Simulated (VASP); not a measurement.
Input:

```xyz
2
Lattice="2.9243 0.0000 0.0000 0.0000 2.9566 0.0000 0.0000 0.0000 2.9632" Properties=species:S:1:pos:R:3 pbc="T T T"
Zn     1.4621     1.4783     1.4816
Cu     0.0676     0.0000     0.0000
```

These are PBE GGA, VASP's PBE PAW potentials (set 64) (plane waves; VASP) values and carry that method's errors. Numerical set-up: 800 eV cut-off, 11×11×11 Γ-centred mesh, first-order Methfessel-Paxton smearing of 0.10 eV, potentials Zn_sv_GW Cu.

Give the force on each atom (eV/Å).

```tsv
atom	Fx	Fy	Fz
Zn1	0.321	0.000	0.000
Cu2	-0.321	0.000	0.000
```

Give the stress tensor in GPa (positive for a compressed cell).

```
2.64  0.00  0.00
0.00  2.18  0.00
0.00  0.00  1.97
```
The pressure is its mean diagonal, 2.26 GPa.

The compound is CuZn in the CsCl type structure. The cell was not relaxed at this level, atoms are displaced from their ideal sites. The run is one of a series of settings (ENCUT = 800, POTCAR Zn_sv_GW Cu (PBE.64 set) against the base run), some of them coarse on purpose. The electron count is odd and the run is not spin-polarised, which forces a metal.
